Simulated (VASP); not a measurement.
# A VASP study of KHgClF2 (PBE): structure first, properties next, part 3 of 5

What structure does KHgClF2 take at this level, and what are its properties? The cell is invented: it takes the structure of COD entry 1527535, KHgF3 (space group 65 there), with some of its atoms replaced by other elements, volume scaled by an estimate. It may not be a known or stable phase.

VASP 6.6.1; PBE; plane waves and PAW (Hg, K_sv, Cl, F); invented cell.

So far, gap on the k-mesh (eV): step 2 (rough relaxation of the start cell) 0.242; step 3 (full relaxation (PBE)) 0.316; step 4 (second relaxation) 0.316. The relaxed cell has a, b, c = 6.539, 6.547, 5.312 Å (conventional setting).

**5. Single point with fields (PBE)**

The relaxed cell gets a fresh self-consistent run, on a basis set for its own volume, to fix the density and to check the remaining stress.

INCAR reads:

```
SYSTEM = KHgClF2
PREC = Accurate
ENCUT = 520
EDIFF = 1E-06
NELM = 100
ISMEAR = 0
SIGMA = 0.05
LREAL = .FALSE.
ALGO = Normal
GGA = PE
NBANDS = 27
LORBIT = 11
LWAVE = .FALSE.
LCHARG = .TRUE.
ISIF = 2
LELF = .TRUE.
LVHAR = .TRUE.
```

POSCAR reads:

```
KHgClF2
1.0
    3.2693219246     -3.2736209496      0.0000000000
    3.2693219246      3.2736209496      0.0000000000
    0.0000000000      0.0000000000      5.3116904502
Hg K Cl F
1 1 1 2
Direct
    0.5000000000      0.5000000000      0.0000000000
    0.0000000000      0.0000000000      0.5000000000
    0.5000000000      0.5000000000      0.5000000000
    0.5000000000      0.0000000000      0.0000000000
    0.0000000000      0.5000000000      0.0000000000
```

KPOINTS reads:

```
Automatic mesh
0
Gamma
4 4 4
0 0 0
```

The projector-augmented-wave data sets are Hg, K_sv, Cl and F (PBE family, release 64).

Run with:

```console
mpirun -np 2 vasp_std
```

The log of the run:

```text
[banner, memory and clock lines left out]
running    2 mpi-ranks, on    1 nodes
 distrk:  each k-point on    2 cores,    1 groups
 distr:  one band on    1 cores,    2 groups

 POSCAR found type information on POSCAR HgK ClF
 POSCAR found :  4 types and       5 ions
 LDA part: xc-table for (Slater+PW92), standard interpolation
|                                                                             |
|           W    W    AA    RRRRR   N    N  II  N    N   GGGG   !!!           |
|           W    W   A  A   R    R  NN   N  II  NN   N  G    G  !!!           |
|           W    W  A    A  R    R  N N  N  II  N N  N  G       !!!           |
|           W WW W  AAAAAA  RRRRR   N  N N  II  N  N N  G  GGG   !            |
|           WW  WW  A    A  R   R   N   NN  II  N   NN  G    G                |
|           W    W  A    A  R    R  N    N  II  N    N   GGGG   !!!           |
|                                                                             |
|     The number of bands has been changed from the values supplied in        |
|     The orbitals not found in the WAVECAR file will be initialized with     |
|     random numbers, which is usually adequate. For correlated               |
|     calculations, however, you should redo the groundstate calculation.     |
|     I found NBANDS = 27. Now, NBANDS = 28.                                  |
|                                                                             |

 POSCAR, INCAR and KPOINTS ok, starting setup
 FFT: planning ... GRIDC
 FFT: planning ... GRID_SOFT
 FFT: planning ... GRID
 WAVECAR not read
 entering main loop
       N       E                     dE             d eps       ncg     rms          rms(c)
DAV:   1     0.348753053688E+03    0.34875E+03   -0.21296E+04  1176   0.138E+03
DAV:   2     0.714375441808E+01   -0.34161E+03   -0.33264E+03  1428   0.362E+02
DAV:   3    -0.164380388410E+02   -0.23582E+02   -0.23479E+02  1572   0.956E+01
DAV:   4    -0.173834894623E+02   -0.94545E+00   -0.94374E+00  1908   0.120E+01
DAV:   5    -0.173940372769E+02   -0.10548E-01   -0.10547E-01  1508   0.111E+00    0.119E+01
DAV:   6    -0.149854121766E+02    0.24086E+01   -0.92863E+00  1524   0.280E+01    0.914E+00
DAV:   7    -0.149192102612E+02    0.66202E-01   -0.94695E-01  1316   0.665E+00    0.616E+00
DAV:   8    -0.148748636113E+02    0.44347E-01   -0.22348E-01  1432   0.345E+00    0.634E-01
DAV:   9    -0.148704346484E+02    0.44290E-02   -0.45596E-02  1496   0.155E+00    0.262E-01
DAV:  10    -0.148708067945E+02   -0.37215E-03   -0.48067E-03  1404   0.534E-01    0.152E-01
DAV:  11    -0.148709874940E+02   -0.18070E-03   -0.32353E-04  1492   0.131E-01    0.729E-02
DAV:  12    -0.148711748255E+02   -0.18733E-03   -0.21633E-04  1344   0.107E-01    0.273E-02
DAV:  13    -0.148711768605E+02   -0.20350E-05   -0.18489E-05  1636   0.354E-02    0.110E-02
DAV:  14    -0.148711768215E+02    0.38953E-07   -0.22750E-06  1324   0.898E-03
   1 F= -.14871177E+02 E0= -.14871177E+02  d E =-.564664E-07
```

Wall time 22 s (2 MPI ranks of AMD EPYC 9R45, shared host); peak memory 0.35 GiB.

Parts of OUTCAR (step 5):

```text
   k-points           NKPTS =     21   k-points in BZ     NKDIM =     21   number of bands    NBANDS=     28

   NELECT =      42.0000    total number of electrons

 E-fermi :  -0.7425

 k-point     1 :       0.0000    0.0000    0.0000
  band No.  band energies     occupation
    ...
     17      -2.7947      2.00000
     18      -2.7905      2.00000
     19      -2.6375      2.00000
     20      -2.6370      2.00000
     21      -2.6083      2.00000
     22      -0.5869      0.00001
     23       4.5753      0.00000
     24       5.4878      0.00000
     25       6.9926      0.00000
     26       7.4390      0.00000
    ...

  Total        0.0039779     -0.0216741     -0.0002383      0.0000000      0.0000000      0.0000000
  in kB        0.0560546     -0.3054238     -0.0033579      0.0000000      0.0000000      0.0000000
  external PRESSURE =      -0.0842424 kB  Pullay stress =       0.0000000 kB

 POSITION                                       TOTAL-FORCE (eV/Angst)
 -----------------------------------------------------------------------------------
      3.26932      0.00000      0.00000        -0.000000      0.000000      0.000000
      0.00000      0.00000      2.65585         0.000000      0.000000      0.000000
      3.26932      0.00000      2.65585        -0.000000     -0.000000      0.000000
      1.63466     -1.63681      0.00000         0.000000     -0.000000      0.000000
      1.63466      1.63681      0.00000         0.000000      0.000000      0.000000
 -----------------------------------------------------------------------------------
    total drift:                                0.000000      0.000000     -0.000000

  FREE ENERGIE OF THE ION-ELECTRON SYSTEM (eV)
  ---------------------------------------------------
  free  energy   TOTEN  =       -14.8711768215 eV

  energy  without entropy=      -14.8711767651  energy(sigma->0) =      -14.87117679

[... 8 parts as in an earlier step ...]

[... 8 further parts left out ...]
```

Numbers from this step:

```
SCF cycles : 14
bands      : 28
pressure   : -0.008424 GPa
```

Valence electrons inside each PAW sphere by angular momentum. Sphere charges, by row:

```tsv
atom	s (e)	p (e)	d (e)	tot (e)
Hg1	0.459	0.253	9.534	10.25
K2	1.95	5.575	0.012	7.538
Cl3	1.598	3.525	0	5.122
F4	1.739	4.291	0	6.03
F5	1.739	4.291	0	6.03
```

Electrostatic potential energy in the ac plane of the cell as run, not the conventional one, at fractional y = 0.500, with atoms of Hg and Cl and F within 0.2 Å of it. With pseudopotentials it is smooth inside the atoms' cores, unlike the true potential.

Ten even steps from '_' (-72 eV) to '@' (6 eV), each cell a mean:
```
::++@@@@%%##******##%%@@%%--
##%%@@@@%%####**##%%@@@@@@%%
@@@@@@@@@@%%%%##%%%%@@@@@@@@
@@@@@@@@@@@@@@@@@@@@@@@@@@@@
@@@@@@@@@@@@@@%%@@@@@@@@@@@@
@@@@@@@@@@%%**++##@@@@@@@@@@
@@@@@@@@%%++____::##@@@@@@@@
@@@@@@@@%%--______++@@@@@@@@
@@@@@@@@%%--____..**@@@@@@@@
@@@@@@@@@@##--::++%%@@@@@@@@
@@@@@@@@@@@@%%%%%%@@@@@@@@@@
@@@@@@@@@@@@@@@@@@@@@@@@@@@@
@@@@@@@@@@@@%%%%%%@@@@@@@@@@
@@@@@@@@%%%%######%%@@@@@@@@
==**@@@@%%##******##%%@@%%++
::==%%@@%%********##%%@@##::
```
Columns run along a (4.6 Å; values clipped at the 3rd and 97th percentile), rows up along c (5.3 Å). Atoms in or near the plane, at fractional coordinates: Hg at (0.50, 0.00), Cl at (0.50, 0.50), F at (0.00, 0.00).

ELF in the ac plane of the cell as run, not the conventional one, at fractional y = 0.500, with atoms of Hg and Cl and F within 0.2 Å of it. It is the smooth field of the valence electrons, not physical close to the nuclei.

Ten even steps from '_' (0.01) to '@' (0.88), each cell a mean:
```
%%%%**..--..______::::--%%%%
@@%%==..::--....::--..::**%%
##++::__..--------::....--**
::..____....::::::..______::
______..--++****++==::______
____..==##@@@@@@@@%%**--____
____--##@@@@%%##@@@@@@**::__
____==%%@@@@**==%%@@@@##--__
____==%%@@@@##++%%@@@@**::__
____::**%%@@@@@@@@@@%%==..__
______::++##%%%%##**==..____
..______..::------::..____..
++--..__..::::::::..____::==
%%##--..::--::::----....++%%
%%%%**..::::____..--::::##%%
**%%**..--..______::::--%%##
```
Columns run along a (4.6 Å), rows up along c (5.3 Å). Atoms in or near the plane, at fractional coordinates: Hg at (0.50, 0.00), Cl at (0.50, 0.50), F at (0.00, 0.00).

Valence density in the ac plane of the cell as run, not the conventional one, at fractional y = 0.500, with atoms of Hg and Cl and F within 0.2 Å of it. It is the smooth field of the valence electrons, not physical close to the nuclei.

Ten steps, logarithmic in the rise over the least value, from '_' (0 e/Å³) to '@' (12 e/Å³), each cell a mean:
```
@@##==::==**######++----++%%
**++--::--++******==::::--++
--::....::--======::......::
________..::::::::....______
________..::------::..______
______..::====++==--..______
______..--++++++++==::..____
______::==++++--++++--..____
______::==++++==++++--..____
______..--==++++++==::..____
________..----==--::..______
________..::::::::....______
......__..::------::..__....
++==::..::==++**++==::..--==
%%**==::==**####**++--::++##
@@%%++--==**##%%##**----**@@
```
Columns run along a (4.6 Å), rows up along c (5.3 Å). Atoms in or near the plane, at fractional coordinates: Hg at (0.50, 0.00), Cl at (0.50, 0.50), F at (0.00, 0.00).

In this run the pressure is -0.01 GPa, small enough to go on.

**6. Band structure (PBE)**

Levels along the symmetry lines show where the bands peak and cross; KPOINTS_OPT computes them in the converged potential.

INCAR reads:

```
SYSTEM = KHgClF2
PREC = Accurate
ENCUT = 520
EDIFF = 1E-06
NELM = 100
ISMEAR = 0
SIGMA = 0.05
LREAL = .FALSE.
ALGO = Normal
GGA = PE
NBANDS = 36
LORBIT = 11
LWAVE = .FALSE.
LCHARG = .FALSE.
KPAR = 2
```

POSCAR is that of step 5.

KPOINTS is that of step 5.

KPOINTS_OPT reads:

```
Line mode
16
Line-mode
Reciprocal
  0.00000000   0.00000000   0.00000000 GAMMA
  0.49934381   0.49934381   0.00000000 X

  0.49934381   0.49934381   0.00000000 X
  0.00000000   0.50000000   0.00000000 S

  0.00000000   0.50000000   0.00000000 S
  0.00000000   0.50000000   0.50000000 R

  0.00000000   0.50000000   0.50000000 R
  0.49934381   0.49934381   0.50000000 A

  0.49934381   0.49934381   0.50000000 A
  0.00000000   0.00000000   0.50000000 Z

  0.00000000   0.00000000   0.50000000 Z
  0.00000000   0.00000000   0.00000000 GAMMA

  0.00000000   0.00000000   0.00000000 GAMMA
 -0.50000000   0.50000000   0.00000000 Y

 -0.50000000   0.50000000   0.00000000 Y
 -0.49934381   0.50065619   0.00000000 X1

 -0.49934381   0.50065619   0.00000000 X1
 -0.49934381   0.50065619   0.50000000 A1

 -0.49934381   0.50065619   0.50000000 A1
 -0.50000000   0.50000000   0.50000000 T

 -0.50000000   0.50000000   0.50000000 T
 -0.50000000   0.50000000   0.00000000 Y

  0.00000000   0.00000000   0.50000000 Z
 -0.50000000   0.50000000   0.50000000 T
```

Run with:

```console
mpirun -np 2 vasp_std
```

The log of the run:

```text
[... set-up lines as in an earlier step ...]
 entering main loop
       N       E                     dE             d eps       ncg     rms          rms(c)
DAV:   1     0.332347044897E+03    0.33235E+03   -0.20436E+04  1512   0.108E+03
DAV:   2     0.491682955222E+01   -0.32743E+03   -0.31016E+03  1776   0.301E+02
DAV:   3    -0.166239902987E+02   -0.21541E+02   -0.21389E+02  2052   0.754E+01
DAV:   4    -0.173863510842E+02   -0.76236E+00   -0.76048E+00  2300   0.864E+00
DAV:   5    -0.173940086586E+02   -0.76576E-02   -0.76573E-02  1908   0.723E-01    0.119E+01
DAV:   6    -0.149906953857E+02    0.24033E+01   -0.72617E+00  1876   0.218E+01    0.917E+00
DAV:   7    -0.149204632734E+02    0.70232E-01   -0.88005E-01  1652   0.518E+00    0.612E+00
DAV:   8    -0.148719098866E+02    0.48553E-01   -0.17875E-01  1720   0.262E+00    0.545E-01
DAV:   9    -0.148705555562E+02    0.13543E-02   -0.26781E-02  1960   0.975E-01    0.291E-01
DAV:  10    -0.148707558176E+02   -0.20026E-03   -0.22555E-03  1736   0.272E-01    0.159E-01
DAV:  11    -0.148710293008E+02   -0.27348E-03   -0.24663E-04  1664   0.953E-02    0.672E-02
DAV:  12    -0.148711760068E+02   -0.14671E-03   -0.15173E-04  1628   0.790E-02    0.262E-02
DAV:  13    -0.148711765928E+02   -0.58602E-06   -0.96346E-06  1992   0.166E-02
   1 F= -.14871177E+02 E0= -.14871177E+02  d E =-.560271E-07
 Start KPOINTS_OPT (optional k-point list driver)
k-point batch [1-21\192]
       N       E                     dE             ncg
DAV:   1    -0.586323371019E+03   -0.17999E+05     1512
DAV:   2    -0.726336200460E+04   -0.66770E+04     1784
DAV:   3    -0.769948167969E+04   -0.43612E+03     2028
DAV:   4    -0.771489856836E+04   -0.15417E+02     2336
DAV:   5    -0.771503976586E+04   -0.14120E+00     1928
DAV:   6    -0.771504183048E+04   -0.20646E-02     2012
DAV:   7    -0.771504185812E+04   -0.27643E-04     2008
DAV:   8    -0.771504185867E+04   -0.54612E-06     1572
[...]
k-point batch [190-192\192]
       N       E                     dE             ncg
DAV:   1     0.185544101283E+05   -0.39345E+04      216
DAV:   2     0.175501203611E+05   -0.10043E+04      268
DAV:   3     0.174823679480E+05   -0.67752E+02      324
DAV:   4     0.174810870558E+05   -0.12809E+01      244
DAV:   5     0.174810541898E+05   -0.32866E-01      296
DAV:   6     0.174810534540E+05   -0.73587E-03      276
DAV:   7     0.174810534494E+05   -0.46105E-05      296
DAV:   8     0.174810534493E+05   -0.47829E-07      156
```

It took 2.2 min on 2 MPI ranks; peak memory 0.57 GiB; 4.5 min of CPU time.

OUTCAR, selected parts (step 6):

```text
   k-points           NKPTS =     21   k-points in BZ     NKDIM =     21   number of bands    NBANDS=     36

   NELECT =      42.0000    total number of electrons

 E-fermi :  -0.7429

 k-point     1 :       0.0000    0.0000    0.0000
  band No.  band energies     occupation
    ...
     17      -2.7947      2.00000
     18      -2.7906      2.00000
     19      -2.6379      2.00000
     20      -2.6374      2.00000
     21      -2.6084      2.00000
     22      -0.5872      0.00001
     23       4.5751      0.00000
     24       5.4877      0.00000
     25       6.9929      0.00000
     26       7.4392      0.00000
    ...

  Total        0.0085610     -0.0171035      0.0066503     -0.0000000      0.0000000      0.0000000
  in kB        0.1206383     -0.2410166      0.0937137     -0.0000000      0.0000000      0.0000000
  external PRESSURE =      -0.0088882 kB  Pullay stress =       0.0000000 kB

 POSITION                                       TOTAL-FORCE (eV/Angst)
 -----------------------------------------------------------------------------------
      3.26932      0.00000      0.00000        -0.000000     -0.000000      0.000000
      0.00000      0.00000      2.65585        -0.000000     -0.000000      0.000000
      3.26932      0.00000      2.65585         0.000000     -0.000000      0.000000
      1.63466     -1.63681      0.00000         0.000000      0.000000      0.000000
      1.63466      1.63681      0.00000        -0.000000      0.000000      0.000000
 -----------------------------------------------------------------------------------
    total drift:                                0.000000      0.000000     -0.000000

  FREE ENERGIE OF THE ION-ELECTRON SYSTEM (eV)
  ---------------------------------------------------
  free  energy   TOTEN  =       -14.8711765928 eV

  energy  without entropy=      -14.8711765368  energy(sigma->0) =      -14.87117656

[... 7 parts as in an earlier step ...]

[... 9 further parts left out ...]
```

Within 0.02 Å the cell has space group P4/mmm; at a tight tolerance a small distortion makes it Cmmm. Spin-orbit coupling is off here; with elements this heavy it splits and shifts levels by tenths of an eV or more.

This step gave:

```yaml
scf_cycles: 13
bands: 36
fermi_energy: -0.7429 eV
pressure: -8.89e-4 GPa
least_gap_on_mesh_and_path: 0.3160 eV
least_direct_gap_on_mesh_and_path: 2.021 eV
valence_top_at_k: 0.4993, 0.4993, 0.5
```

The electronic bands at the labelled points (eV, zero at the valence-band top; v1 is the highest filled band, c1 the lowest empty one):

```tsv
point	v4	v3	v2	v1	c1	c2	c3	c4
Γ	-1.89	-1.73	-1.73	-1.71	0.32	5.48	6.39	7.90
0.53 of the way	-1.82	-1.73	-1.70	-1.05	2.37	6.50	7.61	8.09
X	-1.72	-1.72	-1.56	-0.02	4.06	7.23	7.77	7.77
0.47 of the way	-1.76	-1.71	-1.62	-0.68	3.32	6.60	8.07	8.42
S	-1.85	-1.81	-1.70	-1.62	2.81	6.24	7.70	8.54
0.47 of the way	-1.78	-1.64	-1.62	-0.87	3.25	6.28	7.80	8.40
R	-1.69	-1.63	-1.53	-0.02	4.47	6.25	7.16	8.01
0.47 of the way	-1.63	-1.51	-1.17	-0.01	4.72	6.11	7.16	7.24
A	-1.48	-1.48	-0.02	0.00	5.54	5.92	5.93	7.11
0.47 of the way	-1.69	-1.55	-1.12	-0.57	4.13	6.70	6.85	7.29
Z	-1.90	-1.89	-1.58	-1.58	3.25	5.71	6.72	8.04
0.47 of the way	-1.89	-1.89	-1.65	-1.65	1.74	5.72	6.56	8.09
Γ	-1.89	-1.73	-1.73	-1.71	0.32	5.48	6.39	7.90
0.47 of the way	-1.84	-1.76	-1.70	-1.27	2.01	6.36	7.39	8.02
Y	-1.72	-1.72	-1.56	-0.02	4.06	7.23	7.77	7.77
0.53 of the way	-1.72	-1.72	-1.56	-0.02	4.06	7.23	7.77	7.77
X1	-1.72	-1.72	-1.56	-0.02	4.06	7.23	7.77	7.77
0.53 of the way	-1.61	-1.56	-0.94	-0.02	4.51	6.46	6.47	7.31
A1	-1.48	-1.48	-0.02	0.00	5.54	5.92	5.93	7.11
0.53 of the way	-1.48	-1.48	-0.02	0.00	5.54	5.92	5.93	7.11
T	-1.48	-1.48	-0.02	0.00	5.54	5.92	5.93	7.11
0.47 of the way	-1.61	-1.56	-0.94	-0.02	4.51	6.46	6.47	7.31
Y	-1.72	-1.72	-1.56	-0.02	4.06	7.23	7.77	7.77
jump to Z	-1.90	-1.89	-1.58	-1.58	3.25	5.71	6.72	8.04
0.47 of the way	-1.71	-1.57	-1.35	-0.74	3.93	6.55	7.05	7.48
T	-1.48	-1.48	-0.02	0.00	5.54	5.92	5.93	7.11
```

Of the projections kept (Hg, K, Cl, F), the largest for each band there; the rest of the weight can lie on other orbitals:

```tsv
point	v4	v3	v2	v1	c1	c2	c3	c4
Γ	F 0.97	Cl 0.87	Cl 0.87	F 0.73	Hg 0.87	K 0.47	K 0.97	K 0.89
X	F 0.86	F 0.86	F 1.00	F 0.62	Hg 0.51	K 0.54	Hg 0.52	Hg 0.52
S	Cl 0.87	F 0.81	F 0.87	F 0.87	Hg 0.54	F 0.31	K 0.56	K 0.83
R	Cl 0.88	F 0.87	F 0.72	Hg 0.37	Hg 0.50	Hg 0.48	Hg 0.53	K 0.51
A	F 0.61	F 0.61	F 0.62	Cl 0.40	Hg 0.50	Hg 0.49	Hg 0.49	Hg 0.68
Z	F 1.00	F 1.00	Cl 0.89	Cl 0.89	Hg 0.53	F 0.36	K 0.86	Hg 0.61
```

The path finds the gap of the mesh within 0.02 eV, so the mesh comes close to both band edges.

[end of part 3 of 5]

[Lines on the potential files, build, host, timing and source positions are cut from VASP's logs without a mark.]

[Logs are printed without paths, hosts, clocks, repeated set-up lines and the standing remarks that a program may print on its own settings, such as how far it seeks lower states.]

[Hosts, paths, dates, database ids (printed as entryN), source tags and the programs' standing remarks are cut or masked in the printed files.]

[A measured line is paired with the nearest computed mode of its activity, which favours agreement.]

[In band tables of VASP the shares of atoms and orbitals are scaled to a sum of 1 inside the atoms' spheres.]
